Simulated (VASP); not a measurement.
BiB (strained wurtzite): one r²SCAN single-point calculation in two programs

```cif
data_structure
_symmetry_space_group_name_H-M 'P 1'
_symmetry_Int_Tables_number 1
_cell_length_a 4.0202
_cell_length_b 3.9048
_cell_length_c 6.3754
_cell_angle_alpha 90.000
_cell_angle_beta 90.000
_cell_angle_gamma 120.982
_cell_volume 85.80
loop_
_atom_site_label
_atom_site_type_symbol
_atom_site_fract_x
_atom_site_fract_y
_atom_site_fract_z
_atom_site_occupancy
B1 B 0.33245 0.66491 0.99921 1
B2 B 0.66755 0.33509 0.49921 1
Bi1 Bi 0.33100 0.66201 0.37579 1
Bi2 Bi 0.66900 0.33799 0.87579 1
```

Each program uses its own PAW datasets. VASP's cell holds 36 valence electrons and Ansatz's 36. Ansatz's stress includes a Pulay correction; VASP's doesn't.

Cutoffs: 520 eV in VASP, 500 eV in Ansatz. k meshes: 8×8×4 and 8×8×4.

|  | VASP | Ansatz |
| --- | --- | --- |
| gap between bands v and c | 0.16 eV | 0.16 eV |
| least direct gap | 0.25 eV | 0.25 eV |
| pressure | -2.8 GPa | -2.8 GPa |

Band v is the last that the valence electrons fill when counted band by band, and c is the next. Levels in eV from the top of v, Ansatz:

```tsv
point	v−1	v	c	c+1
Γ	-0.01	0.00	0.25	0.31
M	-3.00	-1.48	0.94	2.05
K	-3.75	-3.45	1.95	3.63
A	-0.85	-0.85	0.72	0.72
L	-2.58	-2.58	0.95	0.95
H	-2.17	-2.17	1.75	1.75
```

VASP:

```tsv
point	v−1	v	c	c+1
Γ	-0.01	0.00	0.25	0.31
M	-3.00	-1.48	0.95	2.06
K	-3.75	-3.45	1.95	3.64
A	-0.85	-0.85	0.72	0.72
L	-2.58	-2.58	0.96	0.96
H	-2.17	-2.17	1.76	1.76
```
